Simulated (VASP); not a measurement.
# Dynamics of WS2 (Tungstenite) at finite temperature, part 2 of 4

Aim: follow WS2 (Tungstenite) in time and read averages from the run. The start is a cell from a database of measured crystal structures.

VASP 6.6.1; LDA, no spin polarisation; plane waves and PAW (W, S).

So far. Step 2 (Relax the host): The run ended after 16 ionic steps, 0.096 eV below its first step, once forces and stress met EDIFFG = -0.02. The relaxed cell has a = 3.123, c = 12.133 Å (conventional setting).

The database entry behind the starting cell differs from later determinations by our own check (an axis about 1.4 % long against later determinations), so it need not match the best structure at ambient conditions.

## Step 3: Relax the host again, on a new basis

The volume changed by more than 5 %, so the plane waves of the start no longer fit; a second relaxation removes that error.

File INCAR:

```
SYSTEM = WS2
PREC = Accurate
ENCUT = 350
EDIFF = 1E-06
NELM = 120
ISMEAR = 0
SIGMA = 0.1
LREAL = .FALSE.
ALGO = Normal
GGA = CA
NBANDS = 24
LASPH = .TRUE.
LORBIT = 11
LWAVE = .FALSE.
LCHARG = .FALSE.
KPAR = 4
IBRION = 2
NSW = 30
ISIF = 3
EDIFFG = -0.02
POTIM = 0.4
```

File POSCAR:

```
WS2
1.0
    3.1228759125      0.0000000000      0.0000000000
   -1.5614379562      2.7044898730      0.0000000000
    0.0000000000      0.0000000000     12.1333677938
W S
2 4
Direct
    0.6666666667      0.3333333333      0.7500000000
    0.3333333333      0.6666666667      0.2500000000
    0.6666666667      0.3333333333      0.3788538124
    0.3333333333      0.6666666667      0.8788538124
    0.6666666667      0.3333333333      0.1211461876
    0.3333333333      0.6666666667      0.6211461876
```

File KPOINTS:

```
Automatic mesh
0
Gamma
7 7 2
0 0 0
```

The projector-augmented-wave data sets are W and S (LDA family, release 64).

Launch:

```sh
> mpirun -np 4 vasp_std
```

Log:

```text
[... set-up lines as in an earlier step ...]
 entering main loop
       N       E                     dE             d eps       ncg     rms          rms(c)
DAV:   1     0.131667395139E+03    0.13167E+03   -0.13206E+04   768   0.974E+02
DAV:   2    -0.458391713061E+02   -0.17751E+03   -0.17100E+03  1064   0.223E+02
DAV:   3    -0.552006406270E+02   -0.93615E+01   -0.93155E+01  1024   0.543E+01
DAV:   4    -0.553771445035E+02   -0.17650E+00   -0.17620E+00  1048   0.777E+00
DAV:   5    -0.553812419680E+02   -0.40975E-02   -0.40953E-02  1024   0.111E+00    0.423E+01
DAV:   6    -0.531324688847E+02    0.22488E+01   -0.93636E+00  1088   0.148E+01    0.190E+01
DAV:   7    -0.528356917059E+02    0.29678E+00   -0.34135E+00   992   0.101E+01    0.861E+00
DAV:   8    -0.526881394342E+02    0.14755E+00   -0.50108E-01  1064   0.435E+00    0.140E+00
DAV:   9    -0.526839670434E+02    0.41724E-02   -0.64491E-02  1040   0.140E+00    0.495E-01
DAV:  10    -0.526820996318E+02    0.18674E-02   -0.14651E-02  1096   0.654E-01    0.298E-01
DAV:  11    -0.526819772250E+02    0.12241E-03   -0.20020E-03  1072   0.260E-01    0.698E-02
DAV:  12    -0.526819179733E+02    0.59252E-04   -0.29178E-04  1080   0.106E-01    0.419E-02
DAV:  13    -0.526819169667E+02    0.10066E-05   -0.33379E-05  1064   0.298E-02    0.748E-03
DAV:  14    -0.526819166795E+02    0.28729E-06   -0.12711E-06   728   0.653E-03
   1 F= -.52681917E+02 E0= -.52681917E+02  d E =-.526819E+02
 curvature:   0.00 expect dE= 0.000E+00 dE for cont linesearch  0.000E+00
 trial: gam= 0.00000 g(F)=  0.739E-06 g(S)=  0.574E-04 ort = 0.000E+00 (trialstep = 0.100E+01)
 search vector abs. value=  0.581E-04
 reached required accuracy - stopping structural energy minimisation
```

The job ended after 12 s (4 MPI ranks of AMD EPYC 7571, shared host; peak memory 0.51 GiB).

OUTCAR, selected parts (step 3):

```text
  LATTYP: Found a hexagonal cell.
 ALAT       =     3.1228759125
 C/A-ratio  =     3.8853185761

 Found     16 irreducible k-points:

   ENCUT  =  350.0 eV  25.72 Ry    5.07 a.u.   4.76  4.76 18.51*2*pi/ulx,y,z

   NELECT =      36.0000    total number of electrons

 E-fermi :   7.1979

 k-point     1 :       0.0000    0.0000    0.0000
  band No.  band energies     occupation
    ...
     14       4.5180      2.00000
     15       4.5180      2.00000
     16       5.3150      2.00000
     17       5.3231      2.00000
     18       6.7359      2.00000
     19       9.0800      0.00000
     20       9.0801      0.00000
     21       9.0931      0.00000
     22       9.0932      0.00000
     23       9.1453      0.00000
    ...

 k-point     2 :       0.1429   -0.0000    0.0000
  band No.  band energies     occupation
    ...
     14       4.0217      2.00000
     15       4.4480      2.00000
     16       5.3468      2.00000
     17       5.4353      2.00000
     18       6.0516      2.00000
     19       8.4658      0.00000
     20       8.8278      0.00000
     21       8.8884      0.00000
     22       9.0202      0.00000
     23       9.1107      0.00000
    ...

  Total        0.0601589      0.0601589     -0.0410723      0.0000000      0.0000000      0.0000000
  in kB        0.9405654      0.9405654     -0.6421518      0.0000000      0.0000000      0.0000000
  external PRESSURE =       0.4129930 kB  Pullay stress =       0.0000000 kB

  energy-cutoff  :      350.00
  volume of cell :      102.48
      direct lattice vectors                 reciprocal lattice vectors
     3.122875913  0.000000000  0.000000000     0.320217655  0.184877749  0.000000000
    -1.561437956  2.704489873  0.000000000     0.000000000  0.369755498  0.000000000
     0.000000000  0.000000000 12.133367794     0.000000000  0.000000000  0.082417348

 POSITION                                       TOTAL-FORCE (eV/Angst)
 -----------------------------------------------------------------------------------
      1.56144      0.90150      9.10003         0.000000      0.000000      0.000000
     -0.00000      1.80299      3.03334         0.000000      0.000000      0.000000
      1.56144      0.90150      4.59677         0.000000     -0.000000     -0.002188
     -0.00000      1.80299     10.66346        -0.000000      0.000000     -0.002188
      1.56144      0.90150      1.46991         0.000000     -0.000000      0.002188
     -0.00000      1.80299      7.53660        -0.000000      0.000000      0.002188
 -----------------------------------------------------------------------------------
    total drift:                               -0.000000      0.000000     -0.000000

  FREE ENERGIE OF THE ION-ELECTRON SYSTEM (eV)
  ---------------------------------------------------
  free  energy   TOTEN  =       -52.6819166795 eV

  energy  without entropy=      -52.6819166795  energy(sigma->0) =      -52.68191668

 total charge
# of ion       s       p       d       tot
------------------------------------------
    1        0.580   0.742   4.370   5.692
    2        0.580   0.742   4.370   5.692
    3        1.359   2.360   0.000   3.719
    4        1.359   2.360   0.000   3.719
    5        1.359   2.360   0.000   3.719
    6        1.359   2.360   0.000   3.719
--------------------------------------------------
tot          6.595  10.924   8.740  26.259

[... 5 parts as in an earlier step ...]

[... 7 further parts left out ...]
```

Little changed from the start: no atom moved by 0.005 Å and no cell edge by 0.1 %.

A gap read on the k-mesh alone can miss the band edges.

Numbers from this step:

- electronic cycles: 14
- free energy (TOTEN): -52.6819 eV
- Fermi energy: 7.198 eV
- gap on the k-mesh: 0.9718 eV

The start already met the threshold, so nothing moved.

(Part 2 of 4 ends here.)

[Lines on the potential files, build, host, timing and source positions are cut from VASP's logs without a mark.]

[Logs are printed without paths, hosts, clocks, repeated set-up lines and the standing remarks that a program may print on its own settings, such as how far it seeks lower states.]

[Hosts, paths, dates, database ids (printed as entryN), source tags and the programs' standing remarks are cut or masked in the printed files.]

[Runs that stopped without an error message from VASP are left out.]
